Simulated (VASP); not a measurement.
Take Ca (fcc), with a static lattice, in VASP with PAW potentials, and its bulk modulus.

Problem. One run gives 17.9 GPa. Which level is it?
A. RPBE
B. optB88-vdW
C. rev-vdW-DF2
D. PBE-D3(BJ)

Solution. D, PBE-D3(BJ).  The others give 16.1 (RPBE), 17.0 (optB88-vdW), 17.2 (rev-vdW-DF2).

Only levels that ran to the end are used. Left out are those held back, those with too coarse a band path, GW runs whose mesh misses a band edge, hybrids' fits of cells that aren't cubic and levels without matching references; a question may draw on a part of the rest.

The compound is Ca in the fcc structure.
